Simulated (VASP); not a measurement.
Consider the following.

```
CELL_PARAMETERS angstrom
      0.00000     2.84109     2.84109
      2.84109     0.00000     2.84109
      2.84109     2.84109     0.00000
ATOMIC_POSITIONS crystal
  Ca 0.00000 0.00000 0.00000
  S  0.50000 0.50000 0.50000
```

Method: optB88-vdW, VASP's PBE PAW potentials (set 64) (plane waves; VASP). Settings: 520 eV cut-off, Gaussian smearing of 0.050 eV, potentials Ca_sv S.

**Question.** Predict the band gap (along the path) with the smallest direct gap where there is one.

**Answer.** 
```yaml
band gap (along the path): 2.36 eV
smallest direct gap (along the path): 3.16 eV
```

The absolute energy has meaning only against runs of the same code, potentials and settings.

The compound is CaS in the rock salt structure. It was relaxed first.
